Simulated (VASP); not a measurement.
A convergence study with VASP on GaAs (zinc blende): one setting is varied, all else stays as given below, so the limit is that of these other settings.

```xyz
2
Lattice="0.0000 2.8250 2.8250 2.8250 0.0000 2.8250 2.8250 2.8250 0.0000" Properties=species:S:1:pos:R:3 pbc="T T T"
Ga     0.0000     0.0000     0.0000
As     1.4125     1.4125     1.4125
```

Computed with LDA (Ceperley-Alder, Perdew-Zunger), VASP's LDA PAW potentials (set 64) (plane waves; VASP 6.6.1). The tightest run used: 550 eV cut-off, 17×17×17 Γ-centred mesh, Gaussian smearing of 0.050 eV, potentials Ga_d As.

Q: The settings run are 1×1×1 mesh; 2×2×2 mesh; 3×3×3 mesh; 4×4×4 mesh; 5×5×5 mesh; 6×6×6 mesh; 8×8×8 mesh; 9×9×9 mesh; 10×10×10 mesh; 11×11×11 mesh; 12×12×12 mesh; 13×13×13 mesh; 14×14×14 mesh; 15×15×15 mesh; 16×16×16 mesh; 17×17×17 mesh. From which on does the stress (every component) stay within 0.5 GPa of the tightest run?

A: From 4×4×4 mesh on: it is off by 0.20 there and by no more than 0.5 in any finer run, while 3×3×3 mesh is off by 1.11.
| setting | E (eV/atom) | pressure (GPa) | irreducible k-points | difference judged (GPa) |
|---|---|---|---|---|
| 1×1×1 mesh | 4.3122 | 68.23 | 1 | 69.68 |
| 2×2×2 mesh | -3.5514 | 4.24 | 3 | 5.69 |
| 3×3×3 mesh | -4.5109 | -0.34 | 4 | 1.11 |
| 4×4×4 mesh | -4.7234 | -1.25 | 8 | 0.20 |
| 5×5×5 mesh | -4.7846 | -1.47 | 10 | 0.02 |
| 6×6×6 mesh | -4.8052 | -1.51 | 16 | 0.06 |
| 8×8×8 mesh | -4.8163 | -1.49 | 29 | 0.04 |
| 9×9×9 mesh | -4.8177 | -1.48 | 35 | 0.03 |
| 10×10×10 mesh | -4.8184 | -1.47 | 47 | 0.02 |
| 11×11×11 mesh | -4.8188 | -1.46 | 56 | 0.01 |
| 12×12×12 mesh | -4.8190 | -1.46 | 72 | 0.01 |
| 13×13×13 mesh | -4.8191 | -1.46 | 84 | 0.01 |
| 14×14×14 mesh | -4.8191 | -1.45 | 104 | 0.00 |
| 15×15×15 mesh | -4.8192 | -1.45 | 120 | 0.00 |
| 16×16×16 mesh | -4.8192 | -1.45 | 145 | 0.00 |
| 17×17×17 mesh | -4.8192 | -1.45 | 165 | 0.00 |

Left out are rungs that failed or repeat a setting and relaxations that didn't move; long series are thinned to 24 rows.

The compound is GaAs in the zinc blende structure. The cell was not relaxed at this level.
